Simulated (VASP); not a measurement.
# Mg6CoSb (Amm2) in VASP: equation of state

How stiff is Mg6CoSb in PBE, and what volume does it want? The cell is scaled to several volumes.

Everything below comes from runs of VASP 6.6.1. Logs are shortened: lines on timing, memory, paths and dates and some standing lists are left out, and cuts for length are marked.

## (1) The crystal as given

Symmetry: Amm2, No. 38, orthorhombic system. Conventional cell: a = 4.881 Å, b = 6.227 Å, c = 10.655 Å, α = 90.00°, β = 90.00°, γ = 90.00°. Sb (site symmetry mm2) is surrounded by 10 Mg at 2.94 to 3.23 Å and 2 Co at 3.04 Å. Around Co (site symmetry mm2) lie 10 Mg at 2.94 to 3.23 Å and 2 Sb at 3.04 Å. Mg (site symmetry mm2) has 10 Mg at 3.01 to 3.12 Å and 2 Sb at 3.11 Å as nearest neighbours. Mg (site symmetry m) has 2 Sb at 2.94 to 3.23 Å and 8 Mg at 2.94 to 3.28 Å and 2 Co at 2.94 Å as nearest neighbours. Mg (site symmetry mm2) is surrounded by 10 Mg at 3.01 to 3.10 Å and 2 Co at 3.11 Å. Mg (site symmetry m) is surrounded by 2 Co at 2.94 to 3.23 Å and 8 Mg at 3.01 to 3.22 Å and 2 Sb at 3.09 Å.

The cell comes from a database or a generator and needn't be the stable form of this composition.

## (2) Equation of state, PBE, collinear spin, ferromagnetic start, 19.03 Å³/atom (volume scaled by 0.94)

File INCAR:

```
PREC = Accurate ; ENCUT = 520
EDIFF = 1E-7 ; ISMEAR = -1
SIGMA = 0.05 ; LREAL = False
LASPH = True ; NELM = 150
ALGO = Normal ; ISIF = 2
LWAVE = False ; LCHARG = False
ISPIN = 2 ; MAGMOM = 0 2 0 0 0 0 0 0
LORBIT = 11 ; LMAXMIX = 4
GGA = PE ; NBANDS = 27
```

File KPOINTS:

```
Automatic mesh
0
Gamma
  6 5 5
```

File POSCAR:

```
Mg6CoSb
1.0
    4.7815086937      0.0000000000      0.0000000000
    0.0000000000      3.0500456754      5.2185211588
    0.0000000000     -3.0500456754      5.2185211588
Sb Co Mg
1 1 6
Direct
    0.5000000000      0.6727890000      0.6727890000
    0.0000000000      0.8421750000      0.8421750000
    0.5000000000      0.1692510000      0.1692510000
    0.5000000000      0.6749950000      0.1474850000
    0.5000000000      0.1474850000      0.6749950000
    0.0000000000      0.3340140000      0.3340140000
    0.0000000000      0.8379730000      0.3213170000
    0.0000000000      0.3213170000      0.8379730000
```

Potentials or basis: VASP PAW PBE potentials, release 64 (Sb, Co, Mg).

Run with:

```bash
$ cat potpaw_PBE.64/Sb/POTCAR potpaw_PBE.64/Co/POTCAR potpaw_PBE.64/Mg/POTCAR > POTCAR
$ mpirun -np 1 vasp_std > vasp.out
```

OUTCAR:

```text
PREC = Accurate
   ENCUT = 520
   EDIFF = 1E-7
   ISMEAR = -1
   LREAL = False
   LASPH = True
   NELM = 150
   ISIF = 2
   ISPIN = 2
   LORBIT = 11
   GGA = PE

 Found     36 irreducible k-points:

 Following reciprocal coordinates:
            Coordinates               Weight
  0.000000  0.000000  0.000000      1.000000
  0.166667  0.000000  0.000000      2.000000
  0.333333  0.000000  0.000000      2.000000
  0.500000  0.000000  0.000000      1.000000
  0.000000  0.200000  0.000000      4.000000
  0.166667  0.200000  0.000000      8.000000
   k-points           NKPTS =     36   k-points in BZ     NKDIM =     36   number of bands    NBANDS=     27
   number of dos      NEDOS =    301   number of ions     NIONS =      8
   total plane-waves  NPLWV =  82944
   dimension x,y,z NGX =    36 NGY =   48 NGZ =   48
   dimension x,y,z NGXF=    72 NGYF=   96 NGZF=   96
   ions per type =               1   1   6
   NGX,Y,Z   is equivalent  to a cutoff of  12.52, 13.20, 13.20 a.u.
   NGXF,Y,Z  is equivalent  to a cutoff of  25.03, 26.40, 26.40 a.u.
 SYSTEM =  unknown system
   PREC   = accura    normal or accurate (medium, high low for compatibility)
   ISTART =      0    job   : 0-new  1-cont  2-samecut
   ICHARG =      2    charge: 1-file 2-atom 10-const
   ISPIN  =      2    spin polarized calculation?
   LNONCOLLINEAR =      F non collinear calculations
   LSORBIT =      F    spin-orbit coupling
   LASPH  =      T    aspherical Exc in radial PAW
   ENCUT  =  520.0 eV  38.22 Ry    6.18 a.u.   8.89 11.24 11.24*2*pi/ulx,y,z
   NELM   =    150;   NELMIN=  2; NELMDL= -5     # of ELM steps
   EDIFF  = 0.1E-06   stopping-criterion for ELM
   LREAL  =      F    real-space projection
   EDIFFG = 0.1E-05   stopping-criterion for IOM
   NSW    =      0    number of steps for IOM
   IBRION =     -1    ionic relax: 0-MD 1-quasi-New 2-CG
   NFREE  =      0    steps in history (QN), initial steepest desc. (CG)
   ISIF   =      2    stress and relaxation
   ISYM   =      2    0-nonsym 1-usesym 2-fastsym
   POTIM  = 0.5000    time-step for ionic-motion
   TEBEG  =    0.0;   TEEND  =   0.0 temperature during run
   PSTRESS=    0.0 pullay stress
   NELECT =      26.0000    total number of electrons
   NUPDOWN=      -1.0000    fix difference up-down
   EMIN   =  10.00;   EMAX   =-10.00  energy-range for DOS
   EFERMI =   0.00;   METHOD = LEGACY
   ISMEAR =    -1;   SIGMA  =   0.05  broadening in eV -4-tet -1-fermi 0-gaus
   EFERMI_NEDOS =   21; number of points for ismear=-14 and -15
   IALGO  =     38    algorithm
   IMIX   =      4    mixing-type and parameters
     AMIX     =   0.40;   BMIX     =  1.00
     AMIX_MAG =   1.60;   BMIX_MAG =  1.00
  volume/ion in A,a.u.               =      19.03       128.40
  Fermi-wavevector in a.u.,A,eV,Ry     =   0.908343  1.716519 11.225981  0.825086
  Thomas-Fermi vector in A             =   2.032258
   LORBIT       =     11    0 simple, 1 ext, 2 COOP (PROOUT), +10 PAW based schemes
   GGA     = PE    functional components
   LHFCALC =     F    Hartree Fock is set to
   AEXX    =    0.0000 exact exchange contribution
   IVDW    =     0    specifies the selected vdW correction
   LEPSILON=     F    determine dielectric tensor
   LRPA    =     F    only Hartree local field effects (RPA)
 spin polarized calculation
  energy-cutoff  :      520.00
  volume of cell :      152.21
 maximum number of plane-waves:      4124
 NGX is ok and might be reduce to    36
   NGX = 17   NGY = 23   NGZ = 23

 number of electron      25.9999995 magnetization       0.6201850

 Free energy of the ion-electron system (eV)
  ---------------------------------------------------
  ext. energy  EPLUGINS =         0.00000000
  ---------------------------------------------------
  free energy    TOTEN  =       -19.73043737 eV

  energy without entropy =      -19.69661662  energy(sigma->0) =      -19.71352699

 E-fermi :   4.9677     XC(G=0):  -9.5974

 val. band max:        4.9662069468   @ k =   0.5000  -0.4000   0.2000
[... 65 lines left out ...]
      5       1.2332      1.00000
      6       2.8693      1.00000
[... 17 lines left out ...]
     24      12.4730      0.00000
     25      12.5993      0.00000

 k-point     4 :       0.5000    0.0000    0.0000
  band No.  band energies     occupation
      1      -5.1625      1.00000
      2      -1.4453      1.00000
      3       1.0899      1.00000
      4       1.2930      1.00000
      5       1.4805      1.00000
      6       2.5255      1.00000
[... 17 lines left out ...]
     24      13.1739      0.00000
     25      13.3126      0.00000

 k-point     5 :       0.0000    0.2000    0.0000
  band No.  band energies     occupation
      1      -5.5341      1.00000
      2      -1.0822      1.00000
      3       0.4617      1.00000
      4       0.9247      1.00000
      5       1.9482      1.00000
      6       1.9607      1.00000
[... 17 lines left out ...]
     24       9.5784      0.00000
     25      10.5354      0.00000

 k-point     6 :       0.1667    0.2000    0.0000
  band No.  band energies     occupation
      1      -5.4411      1.00000
      2      -0.9983      1.00000
      3       0.5225      1.00000
      4       0.6896      1.00000
      5       1.4741      1.00000
      6       2.2212      1.00000
[... 17 lines left out ...]
     24      10.2812      0.00000
     25      10.9552      0.00000

 [... further k-points ...]

 [bands above 25 left out]

------------------------ aborting loop because EDIFF is reached ----------------------------------------

  FORCE on cell =-STRESS in cart. coord.  units (eV):
  Direction    XX          YY          ZZ          XY          YZ          ZX
  --------------------------------------------------------------------------------------
  -------------------------------------------------------------------------------------
  Total        3.0421138      3.4821304      3.2968381      0.0000000      0.0000000      0.0000000
  in kB       32.0211777     36.6527758     34.7023966      0.0000000      0.0000000      0.0000000
  external PRESSURE =      34.4587834 kB  Pullay stress =       0.0000000 kB

 VOLUME and BASIS-vectors are now :
 -----------------------------------------------------------------------------
  energy-cutoff  :      520.00
  volume of cell :      152.21
      direct lattice vectors                 reciprocal lattice vectors
     4.781508694  0.000000000  0.000000000     0.209139011  0.000000000  0.000000000
     0.000000000  3.050045675  5.218521159     0.000000000  0.163931971  0.095812585
     0.000000000 -3.050045675  5.218521159     0.000000000 -0.163931971  0.095812585

 POSITION                                       TOTAL-FORCE (eV/Angst)
 -----------------------------------------------------------------------------------
      2.39075      0.00000      7.02193         0.000000      0.000000     -0.063513
      0.00000      0.00000      8.78982         0.000000      0.000000     -0.007597
      2.39075      0.00000      1.76648         0.000000      0.000000      0.007481
      2.39075      1.60893      4.29213         0.000000     -0.059879      0.024451
      2.39075     -1.60893      4.29213         0.000000      0.059879      0.024451
      0.00000      0.00000      3.48612         0.000000      0.000000      0.019085
      0.00000      1.57582      6.04978         0.000000      0.000835     -0.002179
      0.00000     -1.57582      6.04978         0.000000     -0.000835     -0.002179
 -----------------------------------------------------------------------------------
    total drift:                               -0.000000     -0.000000     -0.000348

  FREE ENERGIE OF THE ION-ELECTRON SYSTEM (eV)
  ---------------------------------------------------
  free  energy   TOTEN  =       -19.7304373679 eV

  energy  without entropy=      -19.6966166175  energy(sigma->0) =      -19.71352699

 total charge

# of ion       s       p       d       tot
------------------------------------------
    1        1.149   1.288   0.046   2.483
    2        0.346   0.242   7.363   7.951
    3        0.229   0.151   0.021   0.402
    4        0.205   0.154   0.023   0.382
    5        0.205   0.154   0.023   0.382
    6        0.211   0.163   0.015   0.389
    7        0.205   0.149   0.022   0.375
    8        0.205   0.149   0.022   0.375
--------------------------------------------------
tot          2.756   2.450   7.535  12.740

 magnetization (x)

# of ion       s       p       d       tot
------------------------------------------
    1        0.006  -0.005  -0.002  -0.001
    2        0.008  -0.001   0.763   0.769
    3       -0.000   0.003  -0.000   0.003
    4       -0.003  -0.003  -0.001  -0.007
    5       -0.003  -0.003  -0.001  -0.007
    6       -0.002  -0.004  -0.000  -0.006
    7       -0.002  -0.002  -0.001  -0.004
    8       -0.002  -0.002  -0.001  -0.004
--------------------------------------------------
tot          0.002  -0.016   0.758   0.743
```

Run time: 5.2 min. Hardware: 1 thread of Intel Xeon Platinum 8375C at 2.90GHz (Ice Lake), shared host; peak memory 0.5 GiB.

Results:

```yaml
Free_energy: -19.7304 eV
Pressure: 3.4 GPa
Largest_force: 0.065 eV/Å
Band_gap_on_the_k_mesh: none (metal or under the smearing width)
Net_moment: 0.62 μB per cell
Site_moments: Sb -0.00; Co +0.77; Mg +0.00, -0.01, -0.00 μB
Valence_electrons_inside_the_program's_atomic_spheres: Sb 2.48; Co 7.95; Mg 0.40, 0.38, 0.39
```

Caveat: a cell with one magnetic atom can't hold antiferromagnetic order, which such compounds often take.

## (3) Equation of state, PBE, collinear spin, ferromagnetic start, 19.43 Å³/atom (volume scaled by 0.96)

File INCAR:

```
ALGO = Normal
EDIFF = 1E-7
ENCUT = 520
GGA = PE
ISIF = 2
ISMEAR = -1
ISPIN = 2
LASPH = T
LCHARG = F
LMAXMIX = 4
LORBIT = 11
LREAL = F
LWAVE = F
MAGMOM = 0 2 0 0 0 0 0 0
NBANDS = 27
NELM = 100
PREC = Accurate
SIGMA = 0.05
```

File KPOINTS:

```
k-points
0
Gamma
  6 5 5
```

POSCAR: that of step 2 with these lines changed.

```diff
@@ -2,5 +2,5 @@
 1.0
-    4.7815086937      0.0000000000      0.0000000000
-    0.0000000000      3.0500456754      5.2185211588
-    0.0000000000     -3.0500456754      5.2185211588
+    4.8151823996      0.0000000000      0.0000000000
+    0.0000000000      3.0715255780      5.2552725186
+    0.0000000000     -3.0715255780      5.2552725186
 Sb Co Mg
```

Potentials or basis: VASP PAW PBE potentials, release 64 (Sb, Co, Mg).

Run with:

```bash
$ cat potpaw_PBE.64/Sb/POTCAR potpaw_PBE.64/Co/POTCAR potpaw_PBE.64/Mg/POTCAR > POTCAR
$ mpirun -np 1 vasp_std > vasp.out
```

It took 8.3 min on 1 thread of Intel Xeon Platinum 8375C at 2.90GHz (Ice Lake), shared host; peak memory 0.5 GiB.

The run converged. Its results:

```yaml
Free_energy: -19.7877 eV
Pressure: 2.2 GPa
Largest_force: 0.044 eV/Å
Band_gap_on_the_k_mesh: none (metal or under the smearing width)
Net_moment: 0.76 μB per cell
Site_moments: Sb +0.00; Co +0.91; Mg +0.00, -0.01, -0.00 μB
Valence_electrons_inside_the_program's_atomic_spheres: Sb 2.47; Co 7.93; Mg 0.39, 0.38, 0.37
```

Caveat: a cell with one magnetic atom can't hold antiferromagnetic order, which such compounds often take.

## (4) Equation of state, PBE, collinear spin, ferromagnetic start, 19.84 Å³/atom (volume scaled by 0.98)

INCAR: that of step 3 with these lines changed.

```diff
@@ -15,3 +15,3 @@
 NBANDS = 27
-NELM = 100
+NELM = 150
 PREC = Accurate
```

KPOINTS is that of step 3.

POSCAR: that of step 3 with these lines changed.

```diff
@@ -2,5 +2,5 @@
 1.0
-    4.8151823996      0.0000000000      0.0000000000
-    0.0000000000      3.0715255780      5.2552725186
-    0.0000000000     -3.0715255780      5.2552725186
+    4.8483916035      0.0000000000      0.0000000000
+    0.0000000000      3.0927091824      5.2915169227
+    0.0000000000     -3.0927091824      5.2915169227
 Sb Co Mg
```

Run with:

```bash
$ cat potpaw_PBE.64/Sb/POTCAR potpaw_PBE.64/Co/POTCAR potpaw_PBE.64/Mg/POTCAR > POTCAR
$ mpirun -np 1 vasp_std > vasp.out
```

Wall time 7.9 min (1 thread of Intel Xeon Platinum 8375C at 2.90GHz (Ice Lake), shared host); peak memory 0.51 GiB.

The run converged. Its results:

- Free energy: -19.8220 eV
- Pressure: 1.2 GPa
- Largest force: 0.059 eV/Å
- Band gap on the k mesh: none (metal or under the smearing width)
- Net moment: 0.86 μB per cell
- Site moments: Sb +0.00; Co +1.02; Mg +0.00, -0.01 μB
- Valence electrons inside the program's atomic spheres: Sb 2.46; Co 7.91; Mg 0.39, 0.37, 0.38, 0.36

Caveat: a cell with one magnetic atom can't hold antiferromagnetic order, which such compounds often take.

## (5) Equation of state, PBE, collinear spin, ferromagnetic start, 20.65 Å³/atom (volume scaled by 1.02)

File INCAR:

```
SYSTEM = Mg6CoSb
PREC = Accurate
ENCUT = 520
EDIFF = 1E-7
ISMEAR = -1
SIGMA = 0.05
LREAL = .FALSE.
LASPH = .TRUE.
NELM = 100
ALGO = Normal
ISIF = 2
LWAVE = .FALSE.
LCHARG = .FALSE.
ISPIN = 2
MAGMOM = 0 2 0 0 0 0 0 0
LORBIT = 11
LMAXMIX = 4
GGA = PE
NBANDS = 27
```

File KPOINTS:

```
Automatic mesh
0
G
  6 5 5
  0 0 0
```

POSCAR: that of step 4 with these lines changed.

```diff
@@ -2,5 +2,5 @@
 1.0
-    4.8483916035      0.0000000000      0.0000000000
-    0.0000000000      3.0927091824      5.2915169227
-    0.0000000000     -3.0927091824      5.2915169227
+    4.9134784520      0.0000000000      0.0000000000
+    0.0000000000      3.1342270115      5.3625524719
+    0.0000000000     -3.1342270115      5.3625524719
 Sb Co Mg
```

Run with:

```bash
$ cat potpaw_PBE.64/Sb/POTCAR potpaw_PBE.64/Co/POTCAR potpaw_PBE.64/Mg/POTCAR > POTCAR
$ mpirun -np 1 vasp_std > vasp.out
```

Wall time 12 min (1 thread of Intel Xeon Platinum 8375C at 2.90GHz (Ice Lake), shared host); peak memory 0.53 GiB.

It converged, with:

```
Free energy                                           : -19.8293 eV
Pressure                                              : -0.7 GPa
Largest force                                         : 0.115 eV/Å
Band gap on the k mesh                                : none (metal or under the smearing width)
Net moment                                            : 1.01 μB per cell
Site moments                                          : Sb +0.01; Co +1.18; Mg +0.01, -0.01 μB
Valence electrons inside the program's atomic spheres : Sb 2.45; Co 7.87; Mg 0.37, 0.36, 0.35
```

Caveat: a cell with one magnetic atom can't hold antiferromagnetic order, which such compounds often take.

## (6) Equation of state, PBE, collinear spin, ferromagnetic start, 21.05 Å³/atom (volume scaled by 1.04)

File INCAR:

```
  PREC = Accurate
  ENCUT = 520
  EDIFF = 1E-7
  ISMEAR = -1
  SIGMA = 0.05
  LREAL = False
  LASPH = True
  NELM = 120
  ALGO = Normal
  ISIF = 2
  LWAVE = False
  LCHARG = False
  ISPIN = 2
  MAGMOM = 0 2 0 0 0 0 0 0
  LORBIT = 11
  LMAXMIX = 4
  GGA = PE
  NBANDS = 27
```

File KPOINTS:

```
regular mesh
0
Gamma
  6 5 5
```

POSCAR: that of step 5 with these lines changed.

```diff
@@ -2,5 +2,5 @@
 1.0
-    4.9134784520      0.0000000000      0.0000000000
-    0.0000000000      3.1342270115      5.3625524719
-    0.0000000000     -3.1342270115      5.3625524719
+    4.9453850503      0.0000000000      0.0000000000
+    0.0000000000      3.1545797053      5.3973752169
+    0.0000000000     -3.1545797053      5.3973752169
 Sb Co Mg
```

Potentials or basis: VASP PAW PBE potentials, release 64 (Sb, Co, Mg).

Run with:

```bash
$ cat potpaw_PBE.64/Sb/POTCAR potpaw_PBE.64/Co/POTCAR potpaw_PBE.64/Mg/POTCAR > POTCAR
$ mpirun -np 1 vasp_std > vasp.out
```

It took 8.9 min on 1 thread of Intel Xeon Platinum 8375C at 2.90GHz (Ice Lake), shared host; peak memory 0.53 GiB.

The run converged. Its results:

```yaml
Free_energy: -19.8060 eV
Pressure: -1.6 GPa
Largest_force: 0.140 eV/Å
Band_gap_on_the_k_mesh: none (metal or under the smearing width)
Net_moment: 1.07 μB per cell
Site_moments: Sb +0.01; Co +1.25; Mg +0.01, -0.01 μB
Valence_electrons_inside_the_program's_atomic_spheres: Sb 2.44; Co 7.85; Mg 0.37, 0.35, 0.36, 0.34
```

Caveat: a cell with one magnetic atom can't hold antiferromagnetic order, which such compounds often take.

## (7) Equation of state, PBE, collinear spin, ferromagnetic start, 21.46 Å³/atom (volume scaled by 1.06)

File INCAR:

```
PREC = Accurate
ENCUT = 520
EDIFF = 1E-7
ISMEAR = -1
SIGMA = 0.05
LREAL = False
LASPH = True
NELM = 100
ALGO = Normal
ISIF = 2
LWAVE = False
LCHARG = False
ISPIN = 2
MAGMOM = 0 2 0 0 0 0 0 0
LORBIT = 11
LMAXMIX = 4
GGA = PE
NBANDS = 27
```

File KPOINTS:

```
Automatic mesh
0
Gamma
  6 5 5
```

POSCAR: that of step 6 with these lines changed.

```diff
@@ -2,5 +2,5 @@
 1.0
-    4.9453850503      0.0000000000      0.0000000000
-    0.0000000000      3.1545797053      5.3973752169
-    0.0000000000     -3.1545797053      5.3973752169
+    4.9768851674      0.0000000000      0.0000000000
+    0.0000000000      3.1746731114      5.4317543299
+    0.0000000000     -3.1746731114      5.4317543299
 Sb Co Mg
```

Run with:

```bash
$ cat potpaw_PBE.64/Sb/POTCAR potpaw_PBE.64/Co/POTCAR potpaw_PBE.64/Mg/POTCAR > POTCAR
$ mpirun -np 1 vasp_std > vasp.out
```

Wall time 7.6 min (1 thread of Intel Xeon Platinum 8375C at 2.90GHz (Ice Lake), shared host); peak memory 0.54 GiB.

Results (log left out):

* Free energy: -19.7671 eV
* Pressure: -2.3 GPa
* Largest force: 0.164 eV/Å
* Band gap on the k mesh: none (metal or under the smearing width)
* Net moment: 1.13 μB per cell
* Site moments: Sb +0.01; Co +1.30; Mg +0.01, -0.01 μB
* Valence electrons inside the program's atomic spheres: Sb 2.43; Co 7.83; Mg 0.36, 0.34, 0.35

Caveat: a cell with one magnetic atom can't hold antiferromagnetic order, which such compounds often take.

## (8) Equation of state, PBE, collinear spin, ferromagnetic start

No new run: the results of the series are fitted here.

Results:

```yaml
Equilibrium_volume: 20.31 Å³/atom
Bulk_modulus_at_fixed_shape_and_positions: 47 GPa
Pressure_derivative_of_the_bulk_modulus: 3.8
```

Energy against volume, from the lowest point:
| volume (Å³/atom) | energy (meV/atom) |
| --- | --- |
| 19.026 | 13.10 |
| 19.431 | 5.93 |
| 19.836 | 1.65 |
| 20.241 | 0.00 |
| 20.646 | 0.74 |
| 21.051 | 3.64 |
| 21.455 | 8.51 |

Caveat: the cell was scaled at fixed shape and fractional positions, which overstates the stiffness of a crystal with free parameters, most of all of layers and chains. The run has no spin-orbit coupling, so splittings on Sb are missing.
